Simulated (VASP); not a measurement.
Crystal: ZrC2.

```
CELL_PARAMETERS angstrom
3.40194 0.00000 0.00000
0.00000 3.40194 0.00000
0.00000 0.00000 6.80090
ATOMIC_POSITIONS crystal
Zr 0.00000 0.50000 0.72904
Zr 0.50000 0.00000 0.27096
C 0.00000 0.50000 0.37272
C 0.50000 0.00000 0.62728
C 0.00000 0.00000 0.00000
C 0.50000 0.50000 0.00000
```

The cell was built by a generator and needn't be a form met in nature.

The cell isn't the ideal one: species swapped into the ErTe2 type (P4/nmm, No. 129).

```yaml
Program: VASP 6.6.1
Task: relaxation of cell and atoms
Functional: PBE
Potentials_or_basis: VASP PAW PBE potentials, release 64 (Zr_sv, C)
Cutoff: 600 eV
k_mesh: 6 × 6 × 4
Occupations: gaussian, width 0.1 eV
Spin: no spin polarisation
```

At the start: pressure -24.5 GPa; volume 13.12 Å³/atom.

**Question.** How do energy, volume and symmetry change on relaxing?

**Answer.** Over 16 steps the energy falls by 251.1 meV/atom and the volume is 11.00 Å³/atom (-16.1 %); space group P4/nmm (No. 129, to 0.05 Å).

Step by step:
| step | energy change (eV) | largest force (eV/Å) | pressure (GPa) | volume (Å³) |
| --- | --- | --- | --- | --- |
| 1 | 0.0000 | 1.2597 | -24.50 | 78.71 |
| 2 | -0.5743 | 0.9611 | 34.28 | 57.98 |
| 3 | -1.2641 | 1.2053 | 1.49 | 65.68 |
| 4 | -1.2644 | 1.1992 | 2.26 | 65.44 |
| 5 | -1.4166 | 0.4847 | 2.32 | 65.44 |
| 6 | -1.4241 | 0.4239 | 2.57 | 65.43 |
| 7 | -1.4442 | 0.3449 | -2.38 | 67.06 |
| 8 | -1.4446 | 0.3537 | -1.75 | 66.84 |
| 9 | -1.4675 | 0.2567 | -1.25 | 66.66 |
| 10 | -1.4947 | 0.1637 | 0.44 | 66.11 |
| 11 | -1.4954 | 0.1413 | 0.19 | 66.19 |
| 12 | -1.5047 | 0.0682 | -0.55 | 66.26 |
| 13 | -1.5054 | 0.0603 | -0.77 | 66.27 |
| 14 | -1.5043 | 0.0179 | 1.46 | 65.52 |
| 15 | -1.5063 | 0.0444 | 0.12 | 65.97 |
| 16 | -1.5066 | 0.0131 | -0.02 | 66.00 |

Final structure:
```xyz
6
Lattice="3.2186 0.0000 0.0000 0.0000 3.2186 0.0000 0.0000 0.0000 6.3708" Properties=species:S:1:pos:R:3 pbc="T T T"
Zr    3.2186    1.6093    4.5233
Zr    1.6093    0.0000    1.8475
C     0.0000    1.6093    2.1791
C     1.6093    3.2186    4.1917
C     3.2186    0.0000    6.3708
C     1.6093    1.6093    6.3708
```

Caveat: the volume moved by over 15 % at a fixed basis, so the end points are rough.
